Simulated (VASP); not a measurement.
Computed with AM05 GGA, VASP's PBE PAW potentials (set 64) (plane waves; VASP 6.6.1).

Input for VASP

POSCAR:
```
Ni3Al
1.0
  3.5177641878   0.0000000000   0.0000000000
  0.0000000000   3.5177641878   0.0000000000
  0.0000000000   0.0000000000   3.5177641878
Al Ni
1 3
Cart
  0.0000000000   0.0000000000   0.0000000000
  0.0000000000   1.7588820939   1.7588820939
  1.7588820939   0.0000000000   1.7588820939
  1.7588820939   1.7588820939   0.0000000000
```

INCAR:
```
SYSTEM = Ni3Al
PREC = Accurate
ENCUT = 520
EDIFF = 1E-6
NELM = 100
ALGO = Normal
LREAL = .FALSE.
LASPH = .TRUE.
ISMEAR = 1
SIGMA = 0.1
GGA = AM
LMAXMIX = 4
ISPIN = 2
MAGMOM = 0.0 0.5 0.5 0.5
LORBIT = 10
LWAVE = .FALSE.
LCHARG = .FALSE.
IBRION = 2
ISIF = 3
NSW = 60
EDIFFG = -0.02
```

File KPOINTS:
```
Automatic mesh
0
Gamma
8 8 8
0 0 0
```

POTCAR, in this order: Al Ni (PBE.64 set). Program: vasp_std.

Output

**OSZICAR**
```
       N       E                     dE             d eps       ncg     rms          rms(c)
DAV:   1     0.189539121928E+03    0.18954E+03   -0.14558E+04  2948   0.202E+03
DAV:   2    -0.186682026119E+02   -0.20821E+03   -0.19922E+03  2940   0.359E+02
DAV:   3    -0.280532195735E+02   -0.93850E+01   -0.88713E+01  3231   0.106E+02
DAV:   4    -0.282146914909E+02   -0.16147E+00   -0.16075E+00  3433   0.123E+01
DAV:   5    -0.282201144609E+02   -0.54230E-02   -0.54217E-02  3625   0.211E+00    0.210E+01
DAV:   6    -0.288245342045E+02   -0.60442E+00   -0.71431E+01  3305   0.141E+02    0.213E+01
DAV:   7    -0.235380743439E+02    0.52865E+01   -0.20984E+01  3281   0.755E+01    0.259E+00
DAV:   8    -0.235054022034E+02    0.32672E-01   -0.44219E-01  3100   0.561E+00    0.150E+00
DAV:   9    -0.234803107922E+02    0.25091E-01   -0.41467E-02  3907   0.282E+00    0.615E-01
DAV:  10    -0.234803081089E+02    0.26833E-05   -0.23000E-03  3528   0.591E-01    0.319E-01
DAV:  11    -0.234806612384E+02   -0.35313E-03   -0.28669E-03  3620   0.841E-01    0.870E-02
DAV:  12    -0.234806331331E+02    0.28105E-04   -0.34099E-04  3412   0.278E-01    0.380E-02
DAV:  13    -0.234806348012E+02   -0.16681E-05   -0.12407E-05  3692   0.403E-02    0.190E-02
DAV:  14    -0.234806340818E+02    0.71938E-06   -0.13339E-06  2005   0.187E-02
   1 F= -.23480634E+02 E0= -.23480117E+02  d E =-.234806E+02  mag=     0.6632
```

OUTCAR:
```
------------------------ aborting loop because EDIFF is reached ----------------------------------------
  FORCE on cell =-STRESS in cart. coord.  units (eV):
  Direction    XX          YY          ZZ          XY          YZ          ZX
  --------------------------------------------------------------------------------------
  Total       -0.0083627     -0.0083627     -0.0083627      0.0000000      0.0000000     -0.0000000
  in kB       -0.3077932     -0.3077932     -0.3077932      0.0000000      0.0000000     -0.0000000
  external PRESSURE =      -0.3077932 kB  Pullay stress =       0.0000000 kB
  volume of cell :       43.53
      direct lattice vectors                 reciprocal lattice vectors
     3.517764188  0.000000000  0.000000000     0.284271471  0.000000000  0.000000000
     0.000000000  3.517764188  0.000000000     0.000000000  0.284271471  0.000000000
     0.000000000  0.000000000  3.517764188     0.000000000  0.000000000  0.284271471
 POSITION                                       TOTAL-FORCE (eV/Angst)
 -----------------------------------------------------------------------------------
      0.00000      0.00000      0.00000         0.000000      0.000000      0.000000
      0.00000      1.75888      1.75888         0.000000      0.000000      0.000000
      1.75888      0.00000      1.75888         0.000000      0.000000      0.000000
      1.75888      1.75888      0.00000         0.000000      0.000000      0.000000
 -----------------------------------------------------------------------------------
    total drift:                                0.000000      0.000000      0.000000
  FREE ENERGIE OF THE ION-ELECTRON SYSTEM (eV)
  ---------------------------------------------------
  free  energy   TOTEN  =       -23.4806340818 eV

  energy  without entropy=      -23.4790842126  energy(sigma->0) =      -23.48011746

 total charge

# of ion       s       p       d       tot
------------------------------------------
    1        0.410   0.406   0.000   0.816
    2        0.510   0.551   8.397   9.459
    3        0.510   0.551   8.397   9.459
    4        0.510   0.551   8.397   9.459
--------------------------------------------------
tot          1.940   2.060  25.192  29.191

 magnetization (x)

# of ion       s       p       d       tot
------------------------------------------
    1       -0.001  -0.007   0.000  -0.008
    2       -0.003  -0.007   0.242   0.233
    3       -0.003  -0.007   0.242   0.233
    4       -0.003  -0.007   0.242   0.233
--------------------------------------------------
tot         -0.009  -0.029   0.727   0.690

 reached required accuracy - stopping structural energy minimisation
```
(Selected blocks of OUTCAR.)

The compound is Ni3Al in the L1_2 structure. It was relaxed first. The start is the result of an earlier pass.
